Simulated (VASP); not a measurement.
The system is BiS.

```
Bi S
1.0
     2.10927    1.21779    3.50049
    -2.10927    1.21779    3.50049
     0.00000   -2.43558    3.50049
Bi S
1 1
Direct
  0.00000 0.00000 0.00000
  0.50000 0.50000 0.50000
```

The cell was built by a generator and needn't be a form met in nature.

```yaml
Program: VASP 6.6.1
Task: relaxation of cell and atoms
Functional: PBE
Potentials_or_basis: VASP PAW PBE potentials, release 64 (Bi_d, S)
Cutoff: 900 eV
k_mesh: 8 × 8 × 8
Occupations: fermi-dirac, width 0.05 eV
Spin: no spin polarisation
```

At the start: pressure -1.3 GPa; volume 26.97 Å³/atom.

**Question.** Where does the relaxation end?

**Answer.** Over 16 steps the energy falls by 57.2 meV/atom and the volume is 25.24 Å³/atom (-6.4 %); space group R-3m (No. 166, to 0.05 Å).

The path:
```tsv
step	energy change (eV)	largest force (eV/Å)	pressure (GPa)	volume (Å³)
1	0.0000	0.0000	-1.34	53.95
2	-0.0049	0.0000	0.61	52.21
3	-0.0056	0.0000	0.05	52.67
4	-0.0067	0.0000	0.06	52.64
5	-0.0112	0.0000	0.09	52.54
6	-0.0259	0.0000	0.09	52.31
7	-0.0740	0.0000	-0.06	51.73
8	-0.1039	0.0000	-0.24	50.12
9	-0.1130	0.0000	-0.18	50.88
10	-0.1141	0.0000	-0.29	50.73
11	-0.1142	0.0000	-0.27	50.68
12	-0.0893	0.0000	3.05	48.00
13	-0.1143	0.0000	-0.06	50.50
14	-0.1143	0.0000	-0.06	50.51
15	-0.1136	0.0000	0.32	50.36
16	-0.1143	0.0000	0.02	50.48
```

Final structure:
```xyz
2
Lattice="1.9152 1.1058 3.9725 -1.9152 1.1058 3.9725 0.0000 -2.2115 3.9725" Properties=species:S:1:pos:R:3 pbc="T T T"
Bi    0.0000    0.0000    0.0000
S     0.0000    0.0000    5.9588
```
